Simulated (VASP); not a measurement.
Here is the system:

```
AlRu
1.0
    3.04957     0.00000     0.00000
    0.00000     3.04957     0.00000
    0.00000     0.00000     3.04957
Al Ru
1 1
Direct
  0.50000   0.50000   0.50000
  0.00000   0.00000   0.00000
```

Method: TPSS meta-GGA, VASP's PBE PAW potentials (set 64) (plane waves; VASP). Numerical set-up: 520 eV cut-off, 12×12×12 Γ-centred mesh, first-order Methfessel-Paxton smearing of 0.10 eV, potentials Al Ru_pv.

Predict the energy per atom (σ→0), pressure, band gap (on the k-mesh) with the smallest direct gap where there is one.

```yaml
band gap (on the k-mesh): none (metal, semimetal or under 0.01 eV)
energy per atom (σ→0): -13.507 eV/atom
pressure: -11.21 GPa
```

Total energies compare only between runs with the same potentials, cut-off and functional.

The compound is RuAl in the CsCl type structure. This cell is one point of a volume scan, at 1.06 of the reference volume. The electron count is odd and the run is not spin-polarised, which forces a metal.
